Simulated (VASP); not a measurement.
**LiIn (space group Fd-3m): computed properties**

Computed with PBEsol GGA, VASP's PBE PAW potentials (set 64) (plane waves; VASP 6.6.1).

```yaml
space_group: Fd-3m (227)
cell: a = b = c = 6.7672 Å, α = β = γ = 90.00°
volume_per_atom: 19.37 Å³/atom
band gap (over mesh and band path): none (metal, semimetal or under 0.01 eV)
density: 5.22 g/cm³
```

```yaml
crystal:
  lattice:
    - [0.00000, 3.38358, 3.38358]
    - [3.38358, 0.00000, 3.38358]
    - [3.38358, 3.38358, 0.00000]
  atoms:
    - { symbol: In, position: [0.00000, 0.00000, 0.00000] }
    - { symbol: In, position: [0.25000, 0.25000, 0.25000] }
    - { symbol: Li, position: [0.50000, 0.50000, 0.50000] }
    - { symbol: Li, position: [0.75000, 0.75000, 0.75000] }
```

Unless said otherwise, spin-orbit coupling is left out, though it shifts the bands of the heavy elements here.

The structure comes from a measured LiIn entry (Fd-3m) of the Crystallography Open Database, whose conditions weren't checked. It was relaxed first. Symmetry was kept, so distortions that lower it aren't found.
